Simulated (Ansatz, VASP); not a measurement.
# MgRh: VASP beside Ansatz

```
Mg Rh
1.0
     3.12228    0.00000    0.00000
     0.00000    3.12228    0.00000
     0.00000    0.00000    3.12228
Mg Rh
1 1
Direct
  0.00000 0.00000 0.00000
  0.50000 0.50000 0.50000
```

Alike in both runs: task relaxation of cell and atoms; functional LDA; k mesh 14 × 14 × 14; occupations gaussian, width 0.1 eV; no spin polarisation.

|  | VASP | Ansatz |
| --- | --- | --- |
| version | VASP 6.6.1 | Ansatz 0.2.0 |
| potentials or method | VASP PAW LDA potentials, release 64 (Mg, Rh_pv) | scalar-relativistic, plane waves, PAW |
| plane-wave cutoff (eV) | 600 | 420 |
| valence electrons in the cell | 17 | 27 |

```tsv
	VASP	Ansatz	Ansatz less VASP
gap on the k mesh at the Fermi level, each at its own relaxed structure (eV)	none	none	-
relaxed volume (Å³/atom)	14.11	14.15	+0.035
relaxed cell length with the largest relative difference (Å)	3.045	3.047	+0.0025
energy change over the relaxation (meV/atom)	-34	-31	+2.5
```

A gap of «none» marks a metal or a gap that the smearing closes. The two sets of potentials don't hold the same shells in valence.

LDA usually gives volumes a few per cent too small. Zero-point motion and thermal expansion aren't in these numbers.
